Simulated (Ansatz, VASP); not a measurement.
**CrSO (2H-CrOS bilayer, 2H (AA')): VASP beside Ansatz**

Aim: how closely do two programs agree when they are given the same cell, functional and k mesh? Of the first pair: The structure shown is the start of the Ansatz relaxation below; VASP solves that cell, so the two are compared at the walk's first step.

Program: Ansatz 0.2.0. Level of theory: plane waves, with VASP 6.6.1 beside it; single point at PBE with D3(BJ). Results are calculated unless marked as measured.

### Step 1. Starting point

The cell holds 6 atoms: 2 S, 2 Cr and 2 O. Its edges and angles: a = 2.842 Å, b = 2.842 Å, c = 40.340 Å, α = 90.0°, β = 90.0°, γ = 120.0°. Vacuum lies along c. The height across the vacuum is the one that the program set for its solve, not the one typed.

### Step 2. Ansatz: relaxation, PBE with D3(BJ)

Ansatz runs on its default PAW (the set named soft_2) files.

The two programs are compared at the cell with which this relaxation starts, whose forces are those of its first step.

input.yaml

```yaml
crystal:
  lattice:
    - [2.841782, 0.0, 0.0]
    - [-1.420891, 2.461055404, 0.0]
    - [0.0, 0.0, 26.269891131]
  atoms:
    - { symbol: S, position: [0.3333333333, 0.6666666667, 0.342597537] }
    - { symbol: Cr, position: [0.0, 0.0, 0.4050905988] }
    - { symbol: O, position: [0.3333333333, 0.6666666667, 0.4438520703] }
    - { symbol: S, position: [0.0, 0.0, 0.5561479297] }
    - { symbol: Cr, position: [0.3333333333, 0.6666666667, 0.6186409914] }
    - { symbol: O, position: [0.0, 0.0, 0.657402463] }
  periodic: [true, true, false]
kpoints:
  mp_grid: { grid: [12, 12, 1] }
hamiltonian:
  xc: pbe
  dispersion: d3bj
scf:
  occupations: { method: fermi_dirac, width: 0.05 }
  convergence: { dr2_threshold: 1.0e-09 }
relax:
  f_tol: 0.004
  max_steps: 90
  cell: {}
output:
  write_potential: true
  write_density: true
  volumetric_format: npy
```

The run is started by

```bash
> ansatz run input.yaml --threads 2 --pin off --max-ram 3072MiB --backend cpu --events-out ev --progress --plain --runs-dir out
```

Numbers of over 12 decimals in the logs are rounded to 6 here.

What it wrote:

```text
Warning: crystal.periodic: the lattice vector that does not repeat stood 0.000° off the slab's normal, 26.270 Å along it as the deck builds it. The run solves the slab on a vector along the normal, 40.340 Å long, with every atom where it was (on the deck's vector they left 18.00 Å outside them, and the widest stretch free of ions among them is 2.95 Å). A fractional position that the run reports is one of the run's ce [...]
Warning: relax.cell: scf.convergence.dr2_threshold = 1e-9 eV is looser than the 1.79754317894e-10 eV advised for a relaxation that steers and ends on the stress (1e-10 eV for each atom of the cell: 6, times the square of relax.cell.stress_2d_tol = 0.05 N/m over 18.3 Å (the atoms' height at the walk's start and 5 Å past either face), 2.737e-2 GPa, over a crystal's default 0.05). What an SCF threshold leaves in a stress goes as its square root, and in the free energy as the threshold itself, and one threshold admits the most on a small cell: [figures from the program's tests cut] Set scf.convergence.dr2_threshold to 1.79754317894e-10 eV or tighter. [rest of the remark cut]
crystal.periodic: the lattice vector that does not repeat stood 0.000° off the slab's normal, 26.270 Å along it as the deck builds it. The run solves the slab on a vector along the normal, 40.340 Å long, with every atom where it was (on the deck's vector they left 18.00 Å outside them, and the widest stretch free of ions among them is 2.95 Å). A fractional position that the run reports is one of the run's cell, which [...]
Engine: ansatz 0.2.0, aarch64-unknown-linux-gnu
Pseudopotentials: kind: paw
Pseudopotential: S, paw, valence charge 6, recommended cutoff 420 eV (normal), S.paw.azcp
Pseudopotential: Cr, paw, valence charge 14, recommended cutoff 420 eV (normal), Cr.paw.azcp
Pseudopotential: O, paw, valence charge 6, recommended cutoff 420 eV (normal), O.paw.azcp
Functional definition: PBE
  parameter kappa = 0.804
  parameter beta = 0.066725
  exchange = pbe_x(kappa = kappa, mu = beta*pi^2/3)
  correlation = pbe_c(beta = beta)
Crystal: 6 atoms, lattice volume = 282.128 Å³
[...]
SCF iter   8: F=-9697.502863 eV  HF=-9697.502863 eV  |F-HF|=4.74e-8  |Δ(HF+E_count)|=   5.52e-8  Δρ=4.10e-7  dr2=6.77e-10  ethr=1.92e-12  ⟨swp⟩=9.9  Hψ=4507  notcnv=0
SCF 8 converged in 8 iterations: F = -9697.502863 eV  dr2 = 6.77e-10
relax step   8: F+E_penalty+E_count = -9697.50286319 eV  Δ(F+E_penalty+E_count) = -7.257e-5 eV  max|allowed force component| = 4.546e-4 eV/Å  Δτ_max = 0.0002 Å  P = -0.010 N/m  Ω = 276.407 Å³  energy of the carried Pulay correction = +6.427e-5 eV  fix = [c, alpha, beta]  reactions: c -0.000 N/m  (8 SCF iters, accepted)
iter 1 solved again at ethr=1.31e-7 eV; its pass at ethr=3.10e-3 eV (dr2=6.80e-5 eV) is discarded
SCF iter   1: F=—  HF=-9697.502756 eV  |F-HF|=—  |Δ(HF+E_count)|=         —  Δρ=1.97e-6  dr2=3.96e-9  ethr=1.31e-7  ⟨swp⟩=6.5  Hψ=7676  notcnv=0
eigensolver tolerance schedule: the retry pair's looser diagonalisation over-reported the residual by 17180.38 of it (diagonalisation noise at 2.63 of the residual, at the tolerance the schedule requests for it); recorded, not acted on — ethr = c·dr2/N_el stays at c = 1.0e-1
preconditioner: auto → LDOS  [metal: Δε(μ)=0.071 eV  Ē_g=8.050 eV  σ=0.050 eV  W_gap=0.33  n_scr=26 (ndim 8)  ℏωp=13.4 eV  f_vac=0.720  D(μ)=1.24/eV (n_scr^D=10)  β→1.0]
SCF iter   2: F=—  HF=-9697.502796 eV  |F-HF|=—  |Δ(HF+E_count)|=   4.02e-5  Δρ=3.64e-6  dr2=4.24e-8  ethr=7.61e-12  ⟨swp⟩=6.8  Hψ=2929  notcnv=0
SCF iter   3: F=—  HF=-9697.502796 eV  |F-HF|=—  |Δ(HF+E_count)|=   3.56e-9  Δρ=2.09e-6  dr2=3.53e-8  ethr=7.61e-12  ⟨swp⟩=3.2  Hψ=1303  notcnv=0
SCF iter   4: F=—  HF=-9697.502796 eV  |F-HF|=—  |Δ(HF+E_count)|=  4.13e-10  Δρ=7.24e-7  dr2=1.56e-9  ethr=7.61e-12  ⟨swp⟩=2.9  Hψ=1069  notcnv=0
SCF iter   5: F=—  HF=-9697.502796 eV  |F-HF|=—  |Δ(HF+E_count)|=  1.56e-10  Δρ=4.13e-7  dr2=1.24e-9  ethr=2.99e-12  ⟨swp⟩=2.6  Hψ=957  notcnv=0
SCF iter   6: F=-9697.502796 eV  HF=-9697.502796 eV  |F-HF|=1.67e-10  |Δ(HF+E_count)|=  1.86e-10  Δρ=2.33e-7  dr2=2.77e-10  ethr=1.92e-12  ⟨swp⟩=14.3  Hψ=4879  notcnv=0
SCF 9 converged in 6 iterations: F = -9697.502796 eV  dr2 = 2.77e-10
relax step   9: F+E_penalty+E_count = -9697.50279600 eV  Δ(F+E_penalty+E_count) = +6.719e-5 eV  max|allowed force component| = 4.591e-4 eV/Å  Δτ_max = 0.0000 Å  P = -0.011 N/m  Ω = 276.407 Å³  fix = [c, alpha, beta]  reactions: c -0.000 N/m  stress off target by 1.13e-2 N/m on what of the cell is left free  SCF on the basis re-selected at this cell (its energy is not comparable with the rows above)  (6 SCF iters)
basis re-selected at this cell: Δ(F+E_penalty+E_count) = +6.719e-5 eV, ΔP = -0.001 N/m vs the last step (what re-selecting the basis moved, of the pressure what is left beyond the Pulay correction that the steps carried, after the strain that the cell walked since its last selection, with what the two solves' SCF thresholds leave and, on support functions, any second-order correction that the steps lacked; it is no m [...]
WARN: The output density's exchange-correlation potential varies sharply where the density is thin. Do not read a vacuum level from v_tot or v_xc, or from such a field of the output density. On a cell that repeats whose density bears no net charge and no dipole along the vacuum's axis use v_es (v_loc + v_h of the components); under efield.dipole_correction with no amplitude use v_es + v_field, which holds any externa [...]
SCF converged after 6 iterations
Free energy (F): -9697.502796 eV
Harris-Foulkes:  -9697.502796 eV  (|F-HF|=1.67e-10)
Internal energy: -9697.492919 eV  (E = F + TS)
E sigma→0 (E₀):  -9697.497858 eV
Entropy (-TS):   -0.009877 eV (-1.646 meV/atom)
Fermi energy:    -5.644113 eV
--- Per-component energies (eV) ---
  E_band       = -1360.239587
  E_kinetic    = 1251.459524
  E_local      = -246260.809787  (includes V_loc(G=0)·N_el)
  E_nonlocal   = 307.623960
  E_hartree    = 122308.665835
  E_xc         = -622.862762
  E_vxc        = -721.987318  (∫ρ·V_xc dr)
  E_paw        = -3902.728092  (= ΣΔE_a)
  E_vpaw       = -553.859116  (= ΣTr[D̂ρ^β])
  E_aug_tail   = 0.005684  (compensation charges beyond the density's cutoff)
  E_ewald      = 117222.598300
  E_disp       = -1.445581  (pairwise vdW)
  E_smearing   = -0.009877  (= −TS)
  E_closure    = -0.000000  (closes the sum)
  Σ components = -9697.502796   (vs F -9697.502796, Δ=0.00e0)
--- Forces (eV/Å), atoms counted from 1 ---
  atom   1  S     -0.00000000    -0.00000000     0.00035144
  atom   2  Cr     0.00000000     0.00000000    -0.00001999
  atom   3  O      0.00000000    -0.00000000    -0.00024073
  atom   4  S      0.00000000    -0.00000000     0.00036029
  atom   5  Cr     0.00000000    -0.00000000     0.00000649
  atom   6  O      0.00000000     0.00000000    -0.00045943
  max |Σ_I F_I| component: 1.92e-6 eV/Å
--- 2D stress c σ (N/m, compression-positive) ---
       -0.011344      -0.000000       0.000000
       -0.000000      -0.011344       0.000000
        0.000000       0.000000      -0.000000
  P = ½ c Tr σ = -0.0113 N/m
--- Band table (eV; the first three rows and the last of 19) ---
  k-point 0: bands = ["-78.5833", "-78.1773", "-49.9576", "-49.7994", "-49.7994", "-49.5839", "-49.3714", "-49.3714", "-25.3677", "-24.8514", "-21.9864", "-21.4354", "-13.1207", "-12.3007", "-10.3791", "-10.3791", "-9.9544", "-9.9544", "-9.7832", "-8.6922", "-7.7737", "-7.7737", "-7.2960", "-7.2960", "-5.9973", "-5.5112", "-4.5041", "-4.5041", "-3.9702", "-3.9702", "-3.2367", "-3.2367"]
  k-point 1: bands = ["-78.5805", "-78.1746", "-49.9536", "-49.8204", "-49.8041", "-49.5799", "-49.3925", "-49.3761", "-25.3096", "-24.7940", "-21.8688", "-21.3196", "-13.0069", "-12.1977", "-10.6160", "-10.3423", "-10.1656", "-9.9157", "-9.6170", "-8.6273", "-7.9921", "-7.8716", "-7.4962", "-7.3919", "-6.1127", "-5.6256", "-4.5295", "-4.4648", "-4.0199", "-3.9298", "-3.7000", "-3.3272"]
  k-point 2: bands = ["-78.5731", "-78.1671", "-49.9428", "-49.8774", "-49.8169", "-49.5691", "-49.4496", "-49.3889", "-25.1527", "-24.6396", "-21.5184", "-20.9737", "-12.7033", "-11.9327", "-11.0439", "-10.5747", "-10.2682", "-9.8352", "-9.5103", "-8.7301", "-8.5717", "-8.0670", "-7.9963", "-7.5832", "-6.4921", "-5.9729", "-4.7030", "-4.4911", "-4.3325", "-4.1461", "-3.9587", "-3.8042"]
  k-point 18: bands = ["-78.5373", "-78.1313", "-50.0328", "-49.9926", "-49.8896", "-49.6056", "-49.5643", "-49.5164", "-24.4479", "-23.9532", "-18.6394", "-18.1103", "-12.7616", "-12.2529", "-12.1943", "-11.6989", "-11.6591", "-11.1446", "-10.8056", "-10.4747", "-10.0769", "-9.7268", "-8.8146", "-8.1914", "-7.0238", "-6.5691", "-5.6970", "-5.2904", "-4.4839", "-4.2160", "-3.9552", "-3.7195"]
  the weakly bound empty levels are not read free of the cell's end (no_gap_told)
--- Relaxed structure (7 steps of the walk, 7 accepted, 2 SCFs on fresh bases) ---
  F+E_penalty+E_count = -9697.50279600 eV   max|allowed force component| = 4.591e-4 eV/Å   (the final SCF, on the basis selected at the relaxed cell)
  cell:  # Å, volume = 276.4072 Å³
    - [2.812824, 0, 0]
    - [-1.406412, 2.435977, 0]
    - [0, 0, 40.339782]
  atoms:
    - { symbol: S, position: [0.333333, 0.666667, 0.226243] }
    - { symbol: Cr, position: [4.625929271425592e-18, 2.312964634420328e-17, 0.264818] }
    - { symbol: O, position: [0.333333, 0.666667, 0.291430] }
    - { symbol: S, position: [4.625929271425607e-18, 2.3129646344203336e-17, 0.360934] }
    - { symbol: Cr, position: [0.333333, 0.666667, 0.399704] }
    - { symbol: O, position: [4.625929271425615e-18, 2.3129646344203336e-17, 0.425973] }
```

### Step 3. VASP: single point, PBE with D3(BJ), start cell, pair 1

The same cell, functional, mesh and smearing now go to VASP, with its own data sets.

Lines of VASP's logs that name or quote its potential files are left out, and so is its time.

INCAR

```
SYSTEM = CrSO
PREC = Accurate
ENCUT = 520
EDIFF = 1E-06
NELM = 120
ISMEAR = -1
SIGMA = 0.05
LREAL = .FALSE.
ALGO = Normal
GGA = PE
IVDW = 12
NBANDS = 30
LASPH = .TRUE.
LORBIT = 11
LWAVE = .FALSE.
LCHARG = .FALSE.
ISIF = 2
LDIPOL = .TRUE.
IDIPOL = 3
DIPOL = 0.5 0.5 0.328
LVHAR = .TRUE.
GGA_COMPAT = .FALSE.
NELMDL = -8
KPAR = 2
```

POSCAR

```
CrSO
1.0
    2.8417820000      0.0000000000      0.0000000000
   -1.4208910000      2.4610550000      0.0000000000
    0.0000000000      0.0000000000     40.3397820000
S Cr O
2 2 2
Direct
    0.3333334688      0.6666669376      0.2231048249
    0.0000000000      0.0000000000      0.3621721605
    0.0000000000      0.0000000000      0.2638012769
    0.3333334688      0.6666669376      0.4028685876
    0.3333334688      0.6666669376      0.2890433568
    0.0000000000      0.0000000000      0.4281106675
```

KPOINTS

```
Automatic mesh
0
Gamma
12 12 1
0 0 0
```

PAW data sets: S, Cr_pv and O (PBE family, release 64).

The run is started by

```bash
> mpirun -np 2 vasp_std
```

What it wrote:

```text
[banner, memory and clock lines left out]
running    2 mpi-ranks, on    1 nodes
 distrk:  each k-point on    1 cores,    2 groups
 distr:  one band on    1 cores,    1 groups

 POSCAR found type information on POSCAR S CrO
 POSCAR found :  3 types and       6 ions
 LDA part: xc-table for (Slater+PW92), standard interpolation
 POSCAR, INCAR and KPOINTS ok, starting setup
 FFT: planning ... GRIDC
 FFT: planning ... GRID_SOFT
 FFT: planning ... GRID
 WAVECAR not read
 entering main loop
       N       E                     dE             d eps       ncg     rms          rms(c)
DAV:   1     0.442941856746E+03    0.44294E+03   -0.24326E+04  1436   0.132E+03
DAV:   2     0.124230076368E+02   -0.43052E+03   -0.40833E+03  1358   0.348E+02
DAV:   3    -0.525119009341E+02   -0.64935E+02   -0.63625E+02  1390   0.127E+02
DAV:   4    -0.548371821419E+02   -0.23253E+01   -0.23093E+01  1404   0.252E+01
DAV:   5    -0.549026188721E+02   -0.65437E-01   -0.65168E-01  1456   0.409E+00
DAV:   6    -0.549049117079E+02   -0.22928E-02   -0.22898E-02  1530   0.671E-01
DAV:   7    -0.549049800214E+02   -0.68313E-04   -0.68293E-04  1532   0.120E-01
DAV:   8    -0.549049814046E+02   -0.13832E-05   -0.13828E-05  1424   0.186E-02    0.350E+01
DAV:   9    -0.661429989470E+02   -0.11238E+02   -0.18652E+02  1476   0.111E+02    0.553E+01
DAV:  10    -0.455642882024E+02    0.20579E+02   -0.17921E+02  1636   0.122E+02    0.150E+01
DAV:  11    -0.443457556326E+02    0.12185E+01   -0.19528E+01  1466   0.281E+01    0.808E+00
DAV:  12    -0.469119600796E+02   -0.25662E+01   -0.19453E+01  1642   0.215E+01    0.194E+01
DAV:  13    -0.439807177360E+02    0.29312E+01   -0.22109E+01  1510   0.174E+01    0.517E+00
DAV:  14    -0.437671961483E+02    0.21352E+00   -0.48127E-01  1458   0.486E+00    0.315E+00
[...]
DAV:  31    -0.436143547772E+02   -0.11282E-04   -0.24579E-06  1028   0.102E-02    0.839E-03
DAV:  32    -0.436143676231E+02   -0.12846E-04   -0.34547E-07   738   0.407E-03    0.723E-03
DAV:  33    -0.436143733243E+02   -0.57012E-05   -0.44864E-07   702   0.601E-03    0.302E-03
DAV:  34    -0.436143767030E+02   -0.33788E-05   -0.25092E-07   654   0.308E-03    0.121E-03
DAV:  35    -0.436143800337E+02   -0.33306E-05   -0.13137E-07   660   0.247E-03    0.111E-03
DAV:  36    -0.436143810572E+02   -0.10236E-05   -0.64858E-08   600   0.160E-03    0.949E-04
DAV:  37    -0.436143832466E+02   -0.21894E-05   -0.67707E-08   630   0.201E-03    0.522E-04
DAV:  38    -0.436143837406E+02   -0.49391E-06   -0.45145E-08   600   0.113E-03
   1 F= -.45001618E+02 E0= -.44994667E+02  d E =-.139020E-01
```

OUTCAR, selected parts (step 3):

```text
ion  position               nearest neighbor table
   1  0.333  0.667  0.223-   3 2.32   3 2.32   3 2.32
   2  0.000  0.000  0.362-   4 2.32   4 2.32   4 2.32
   3  0.000  0.000  0.264-   5 1.93   5 1.93   5 1.93   1 2.32   1 2.32   1 2.32
   4  0.333  0.667  0.403-   6 1.93   6 1.93   6 1.93   2 2.32   2 2.32   2 2.32
   5  0.333  0.667  0.289-   3 1.93   3 1.93   3 1.93
   6  0.000  0.000  0.428-   4 1.93   4 1.93   4 1.93

  LATTYP: Found a hexagonal cell.
 ALAT       =     2.8417820000
 C/A-ratio  =    14.1952415773

 Subroutine GETGRP returns: Found  6 space group operations
 (whereof  6 operations were pure point group operations)

The static configuration has the point symmetry C_3v.

 Found     19 irreducible k-points:

   k-points           NKPTS =     19   k-points in BZ     NKDIM =     19   number of bands    NBANDS=     30

   dimension x,y,z NGX =    24 NGY =   24 NGZ =  300
   dimension x,y,z NGXF=    48 NGYF=   48 NGZF=  600

   ENCUT  =  520.0 eV  38.22 Ry    6.18 a.u.   5.28  5.28 75.01*2*pi/ulx,y,z

   NELECT =      48.0000    total number of electrons

 k-points in reciprocal lattice and weights: Automatic mesh
   0.00000000  0.00000000  0.00000000       0.007
   0.08333333  0.00000000  0.00000000       0.042
   0.16666667  0.00000000  0.00000000       0.042
   0.25000000  0.00000000  0.00000000       0.042
   0.33333333  0.00000000  0.00000000       0.042
   0.41666667 -0.00000000  0.00000000       0.042
   0.50000000  0.00000000  0.00000000       0.021
   0.08333333  0.08333333  0.00000000       0.042
   0.16666667  0.08333333  0.00000000       0.083
[...]
0.33333333  0.25000000  0.00000000       0.083
   0.33333333  0.33333333  0.00000000       0.014

 dipolmoment           0.000000      0.000000      0.091789 electrons x Angstroem

 average (electrostatic) potential at core
       1 -94.9758       2 -94.7766       3 -80.0937       4 -79.9757       5 -78.5319
       6 -78.3244

 E-fermi :  -2.1655

 k-point     1 :       0.0000    0.0000    0.0000
  band No.  band energies     occupation
    ...
     19      -3.9097      2.00000
     20      -3.9097      2.00000
     21      -3.7479      2.00000
     22      -3.7479      2.00000
     23      -2.1837      1.17969
     24      -2.0090      0.08370
     25      -0.7205      0.00000
     26      -0.7205      0.00000
     27      -0.5284      0.00000
     28      -0.5284      0.00000
    ...

 k-point     2 :       0.0833    0.0000    0.0000
  band No.  band energies     occupation
    ...
     20      -3.9950      2.00000
     21      -3.9533      2.00000
     22      -3.8319      2.00000
     23      -2.2982      1.86837
     24      -2.1267      0.62986
     25      -0.7901      0.00000
     26      -0.6906      0.00000
     27      -0.6052      0.00000
     28      -0.4966      0.00000
     29      -0.3518      0.00000
    ...

 k-point     3 :       0.1667    0.0000    0.0000
  band No.  band energies     occupation
    ...
     20      -4.6052      2.00000
     21      -4.1689      2.00000
     22      -4.0024      2.00000
     23      -2.6872      1.99994
     24      -2.4840      1.99658
     25      -1.2916      0.00000
     26      -1.0729      0.00000
     27      -0.7923      0.00000
     28      -0.6198      0.00000
     29      -0.5884      0.00000
    ...

 Edisp (eV)   -1.38723

  Total      -2.08657    -2.08657    -3.03680     0.00000    -0.00000     0.00000
  in kB     -11.84943   -11.84942   -17.24570     0.00000    -0.00000     0.00000
  external pressure =      -13.65 kB  Pullay stress =        0.00 kB

  energy-cutoff  :      520.00
  volume of cell :      282.13
      direct lattice vectors                 reciprocal lattice vectors
     2.841782000  0.000000000  0.000000000     0.351891876  0.203164903  0.000000000
    -1.420891000  2.461055000  0.000000000     0.000000000  0.406329806  0.000000000
     0.000000000  0.000000000 40.339782000     0.000000000  0.000000000  0.024789425

 POSITION                                       TOTAL-FORCE (eV/Angst)
 -----------------------------------------------------------------------------------
      0.00000      1.64070      9.00000        -0.000000     -0.000000      1.188240
      0.00000      0.00000     14.60995         0.000000     -0.000000      1.082316
      0.00000      0.00000     10.64169         0.000000     -0.000000     -1.815280
      0.00000      1.64070     16.25163        -0.000000      0.000000     -1.533550
      0.00000      1.64070     11.65995        -0.000000     -0.000000      0.687737
      0.00000      0.00000     17.26989         0.000000     -0.000000      0.390537
 -----------------------------------------------------------------------------------
    total drift:                               -0.000000     -0.001451     -0.000058

  FREE ENERGIE OF THE ION-ELECTRON SYSTEM (eV)
  ---------------------------------------------------
  free  energy   TOTEN  =       -45.0016176360 eV

  energy  without entropy=      -44.9877156495  energy(sigma->0) =      -44.99466664

 vacuum level on the upper side and lower side of the slab         4.587         2.212

 total charge
# of ion       s       p       d       tot
------------------------------------------
    1        1.384   2.288   0.000   3.672
    2        1.391   2.270   0.000   3.660
    3        0.329   6.402   4.236  10.967
    4        0.331   6.403   4.226  10.960
    5        1.581   3.388   0.000   4.969
    6        1.585   3.369   0.000   4.954
--------------------------------------------------
tot          6.601  24.120   8.462  39.183

[... 3 further parts left out ...]
```

This run has no spin polarisation, so a moment on Cr, if there is one, isn't seen.

### Step 4. Side by side

Known differences besides the potentials themselves: Ansatz cuts the interaction across the vacuum, VASP repeats the sheet with a dipole correction; the data sets hold 52 valence electrons in Ansatz (on its default PAW (the set named soft_2) files) and 48 in VASP; the cutoff is 420 eV in Ansatz and 520 eV in VASP. Total energies have different zeros and are not compared.

Forces (eV/Å; atoms numbered as in POSCAR):

```
atom        Ansatz x, y, z          VASP x, y, z
  S1   0.000, 0.000, 1.189   0.000, 0.000, 1.188
  S2   0.000, 0.000, 1.085   0.000, 0.000, 1.082
 Cr3  0.000, 0.000, -1.752  0.000, 0.000, -1.815
 Cr4  0.000, 0.000, -1.473  0.000, 0.000, -1.534
  O5   0.000, 0.000, 0.619   0.000, 0.000, 0.688
  O6   0.000, 0.000, 0.331   0.000, 0.000, 0.391
```

The forces differ by 30 meV/Å r.m.s., which is 4.2 % of the r.m.s. force of 0.701 eV/Å (both taken over all components). With vacuum in the cell, a pressure given here is an average over mostly empty space and none of the material.

(Part 1 of 2 ends here.)

[Lines on the potential files, build, host, timing and source positions are cut from VASP's logs without a mark.]

[Logs are printed without paths, hosts, clocks, repeated set-up lines and the standing remarks that a program may print on its own settings, such as how far it seeks lower states.]

[Hosts, paths, dates, database ids (printed as entryN), source tags and the programs' standing remarks are cut or masked in the printed files.]
